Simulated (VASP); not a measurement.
Output of a VASP run:

File OSZICAR:
```
       N       E                     dE             d eps       ncg     rms          rms(c)
DAV:   1     0.121716095190E+02    0.12172E+02   -0.45349E+03  1912   0.998E+02
DAV:   2    -0.163711565346E+02   -0.28543E+02   -0.27386E+02  2672   0.134E+02
DAV:   3    -0.166648696218E+02   -0.29371E+00   -0.29258E+00  2328   0.163E+01
DAV:   4    -0.166653016404E+02   -0.43202E-03   -0.43198E-03  2936   0.545E-01
DAV:   5    -0.166653020286E+02   -0.38818E-06   -0.38742E-06  2312   0.876E-03    0.606E+00
DAV:   6    -0.150030490778E+02    0.16623E+01   -0.24643E+00  2008   0.964E+00    0.304E+00
DAV:   7    -0.146780450614E+02    0.32500E+00   -0.14945E+00  2152   0.732E+00    0.896E-01
DAV:   8    -0.146739356866E+02    0.41094E-02   -0.12751E-01  1976   0.246E+00    0.429E-01
DAV:   9    -0.146663610930E+02    0.75746E-02   -0.20681E-02  2168   0.885E-01    0.560E-02
DAV:  10    -0.146662870587E+02    0.74034E-04   -0.10028E-03  2512   0.223E-01    0.224E-02
DAV:  11    -0.146662764688E+02    0.10590E-04   -0.71935E-05  2024   0.614E-02    0.293E-03
DAV:  12    -0.146662760552E+02    0.41360E-06   -0.27503E-06  2248   0.115E-02
   1 F= -.81201520E+01 E0= -.81204725E+01  d E =-.812015E+01
       N       E                     dE             d eps       ncg     rms          rms(c)
DAV:   1    -0.146733776272E+02   -0.71012E-02   -0.19035E-03  2328   0.355E-01    0.267E-02
DAV:   2    -0.146733377529E+02    0.39874E-04   -0.79858E-05  2376   0.621E-02    0.117E-02
DAV:   3    -0.146733288244E+02    0.89284E-05   -0.36485E-05  2152   0.361E-02    0.155E-03
DAV:   4    -0.146733286882E+02    0.13624E-06   -0.55939E-07  1464   0.697E-03
   2 F= -.81202087E+01 E0= -.81205325E+01  d E =-.567243E-04
```

**OUTCAR**
```
------------------------ aborting loop because EDIFF is reached ----------------------------------------
  FORCE on cell =-STRESS in cart. coord.  units (eV):
  Direction    XX          YY          ZZ          XY          YZ          ZX
  --------------------------------------------------------------------------------------
  Total        6.5365762      6.5365702      6.5474901      0.0000000      0.0000000      0.0000000
  in kB      448.8639450    448.8635304    449.6134000      0.0000000      0.0000000      0.0000000
  external PRESSURE =      -0.8863749 kB  Pullay stress =     450.0000000 kB
  volume of cell :       23.33
      direct lattice vectors                 reciprocal lattice vectors
     1.452857144 -2.516421227  0.000000000     0.344149459 -0.198694875  0.000000000
     1.452857144  2.516421227 -0.000000000     0.344149459  0.198694875  0.000000000
     0.000000000  0.000000000  3.190876096     0.000000000  0.000000000  0.313393554
 POSITION                                       TOTAL-FORCE (eV/Angst)
 -----------------------------------------------------------------------------------
      0.00000     -0.00000      0.00000         0.000000      0.000000      0.000000
      1.45286      0.83881      1.59544         0.000000      0.000000      0.000000
      1.45286     -0.83881      1.59544        -0.000000     -0.000000      0.000000
 -----------------------------------------------------------------------------------
    total drift:                                0.000000     -0.000000      0.000000
  FREE ENERGIE OF THE ION-ELECTRON SYSTEM (eV)
  ---------------------------------------------------
  free  energy   TOTEN  =       -14.6733286882 eV

  energy  without entropy=      -14.6743000933  energy(sigma->0) =      -14.67365249
  enthalpy is  TOTEN    =        -8.1202086860 eV   P V=        6.5531200022

 reached required accuracy - stopping structural energy minimisation
```
(Selected blocks of OUTCAR.)

### POSCAR
```
MgB2
1
    1.4530648330    -2.5167811570     0.0000000000
    1.4530648330     2.5167811570    -0.0000000000
    0.0000000000    -0.0000000000     3.1865582442
Mg B
1 2
Direct
  0.0000000000   0.0000000000   0.0000000000
  0.3333330000   0.6666670000   0.5000000000
  0.6666670000   0.3333330000   0.5000000000
```

Task: Reconstruct the remaining input files.

Result: Several could match; the one computed here: the input of the run itself, PBE GGA, plane waves, VASP's PBE PAW potentials (set 64).

File KPOINTS:
```
Automatic mesh
0
Gamma
12 12 10
0 0 0
```

### INCAR
```
NSW=40
SYSTEM=MgB2
ENCUT=620   ! plane-wave cut-off (eV)
LCHARG=.FALSE.
EDIFFG=-0.02   ! ionic stop
ISIF=3   ! ions, shape and volume
IBRION=2   ! conjugate gradients
LREAL=.FALSE.
LASPH=.TRUE.   ! aspherical one-centre terms
ALGO=Normal   ! blocked Davidson
EDIFF=1E-6   ! SCF stop (eV)
GGA=PE   ! PBE
ISMEAR=1   ! Methfessel-Paxton
SIGMA=0.1   ! width (eV)
PSTRESS=450
PREC=Accurate
LWAVE=.FALSE.
NELM=100
```

POTCAR, in this order: Mg B (PBE.64 set). Program: vasp_std.

The compound is MgB2 in the AlB2 type structure. This run relaxes it under an external pressure of 45 GPa. Symmetry was kept, so distortions that lower it aren't found.
